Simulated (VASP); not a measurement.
Given:

```
MnS
1.0
    5.32170     2.65444     2.65444
    2.65444     5.32170     2.65444
    2.65444     2.65444     5.32170
Mn S
2 2
Direct
  0.00000   0.00000   0.00000
  0.50000   0.50000   0.50000
  0.25000   0.25000   0.25000
  0.75000   0.75000   0.75000
```
Starting moments (μB, in the order of the record's atoms Mn Mn S S): 4.1 -4.1 0.0 0.0.

All values below come from PBE GGA, VASP's PBE PAW potentials (set 64) (plane waves; VASP 6.6.1). Settings: 480 eV cut-off, 8×8×8 Γ-centred mesh, Gaussian smearing of 0.050 eV, potentials Mn_pv S.

### Question
Give the stress tensor in GPa (positive for a compressed cell).

### Answer

```
-7.17  -0.10  -0.10
-0.10  -7.17  -0.10
-0.10  -0.10  -7.17
```
The pressure is its mean diagonal, -7.17 GPa.

The compound is MnS in the rock salt, AFM-II order structure. This cell was strained or had an atom moved on purpose.
